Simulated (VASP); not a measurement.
Method: PBE GGA with spin-orbit coupling, VASP's PBE PAW potentials (set 64) (plane waves; VASP).

VASP ran on this input.

### KPOINTS
```
Automatic mesh
0
G
8 8 8
```

INCAR:
```
SYSTEM = AuAl2
PREC = Accurate; ENCUT = 400; LREAL = .FALSE.
LASPH = .TRUE.
EDIFF = 1E-6; NELM = 100; ALGO = Normal
LMAXMIX = 6
ISMEAR = 1; SIGMA = 0.1
GGA = PE; GGA_COMPAT = .FALSE.
MAGMOM = 9*0; LSORBIT = .TRUE.
ISIF = 2
LWAVE = .FALSE.; LCHARG = .FALSE.
```

**POSCAR**
```
AuAl2
1.0
  0.0000000000   2.9133540000   2.9877770000
  2.9662970000   0.0000000000   2.9877770000
  2.9662970000   2.9133540000   0.0000000000
Al Au
2 1
direct
  0.2500000000   0.2500000000   0.2500000000
  0.7500000000   0.7500000000   0.7500000000
 -0.0131660000   0.0131660000   0.0131660000
```

POTCAR, in this order: Al Au (PBE.64 set). Program: vasp_ncl.

Problem. What will the output report for the number of irreducible k-points (NKPTS), number of bands (NBANDS), largest plane-wave count, number of space-group operations, FFT grid (NGX, NGY, NGZ)?

Solution. 
```json
{
  "number of irreducible k-points (NKPTS)": "164",
  "number of bands (NBANDS)": "24",
  "largest_plane_wave_count": "1908",
  "number_of_space_group_operations": "4",
  "FFT grid (NGX, NGY, NGZ)": "28 × 28 × 28"
}
```

The compound is AuAl2 in the fluorite structure. The cell was not relaxed at this level, atoms are displaced from their ideal sites. The run is one of a series of settings (GGA_COMPAT = .FALSE., LSORBIT = .TRUE., MAGMOM = 0 0 0 0 0 0 0 0 0, program vasp_ncl against the base run), some of them coarse on purpose.
